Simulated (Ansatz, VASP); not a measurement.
**NaLaMnMoO6 in VASP and in Ansatz**

Contents of INCAR:

```
PREC = Accurate
ENCUT = 520
EDIFF = 1E-7
ISMEAR = -1
SIGMA = 0.05
LREAL = F
LASPH = T
NELM = 100
ALGO = Normal
ISIF = 2
LWAVE = F
LCHARG = F
ISPIN = 2
MAGMOM = 0 0 4 1 0 0 0 0 0 0
LORBIT = 11
LMAXMIX = 6
GGA = PE
NBANDS = 56
KPAR = 4
```

Contents of KPOINTS:

```
regular mesh
0
Gamma
  7 7 7
```

The input POSCAR:

```
NaLaMnMoO6
1.0
   -2.7409732408      2.7409732408      3.9247112161
    2.7409732408     -2.7409732408      3.9247112161
    2.7409732408      2.7409732408     -3.9247112161
Na La Mn Mo O
1 1 1 1 6
Direct
    0.2500000000      0.7500000000      0.5000000000
    0.7500000000      0.2500000000      0.5000000000
    0.5000000000      0.5000000000      0.0000000000
    0.0000000000      0.0000000000      0.0000000000
    0.2076600000      0.2960700000      0.5037100000
    0.2960500000      0.7923400000      0.0884100000
    0.7923600000      0.7039500000      0.4962900000
    0.7039300000      0.2076400000      0.9115900000
    0.2519400000      0.2519400000      0.0000000000
    0.7480600000      0.7480600000      0.0000000000
```

input.yaml

```yaml
crystal:
  lattice:
    - [-2.7409732408, 2.7409732408, 3.9247112161]
    - [2.7409732408, -2.7409732408, 3.9247112161]
    - [2.7409732408, 2.7409732408, -3.9247112161]
  atoms:
    - { symbol: Na, position: [0.25, 0.75, 0.5] }
    - { symbol: La, position: [0.75, 0.25, 0.5] }
    - { symbol: Mn, position: [0.5, 0.5, 0.0], spin: 4.0 }
    - { symbol: Mo, position: [0.0, 0.0, 0.0], spin: 1.0 }
    - { symbol: O, position: [0.20766, 0.29607, 0.50371] }
    - { symbol: O, position: [0.29605, 0.79234, 0.08841] }
    - { symbol: O, position: [0.79236, 0.70395, 0.49629] }
    - { symbol: O, position: [0.70393, 0.20764, 0.91159] }
    - { symbol: O, position: [0.25194, 0.25194, 0.0] }
    - { symbol: O, position: [0.74806, 0.74806, 0.0] }
hamiltonian:
  xc: pbe
  pseudopotentials: { kind: paw }
magnetization:
  spin_polarized: true
kpoints:
  mp_grid: { grid: [7, 7, 7] }
scf:
  occupations: { method: fermi_dirac, width: 0.05 }
output:
  forces: true
  stress: true
  eigenvalues: true
```

Change from the starting cell: volume scaled by 1.02.

Alike in both runs: task single point; functional PBE; k mesh 7 × 7 × 7; occupations fermi-dirac, width 0.05 eV; collinear spin, ferromagnetic start.

```csv
,VASP,Ansatz
version,VASP 6.6.1,Ansatz 0.2.0
potentials or method,"VASP PAW PBE potentials, release 64 (Na_pv, La, Mn_pv, Mo_sv, O)",Ansatz PAW
plane-wave cutoff (eV),520,420
valence electrons in the cell,81,85
```

```tsv
	VASP	Ansatz	Ansatz less VASP
gap on the k mesh at the Fermi level (eV)	none	none	-
pressure (GPa)	-2.7	-2.9	-0.27
largest component of the traceless stress (GPa)	0.13	0.10	-0.029
rms of the force components (eV/Å)	0.117	0.098	-0.0194
net moment per atom (μB)	0.21	0.21	-0.003
size of the moment on the site where the two differ most (μB)	2.64	2.36	-0.278
```

Site moments also hang on the region over which each program counts them. Atom by atom the forces differ by 0.020 eV/Å (rms over components). A gap of «none» marks a metal or a gap that the smearing closes. The functional is the same, so the differences come from potentials, cutoffs and numerics. The two sets of potentials don't hold the same shells in valence.

Caveats: a cell with one magnetic atom can't hold antiferromagnetic order, which such compounds often take; semilocal functionals often make such compounds metallic where correlation or magnetic order opens a gap, which also shifts bond lengths; the pressure holds a Pulay correction of +0.6 GPa for the finite cutoff (Ansatz); the starting moments weren't kept (Ansatz). Spin-orbit coupling is left out, which matters for the levels of La.
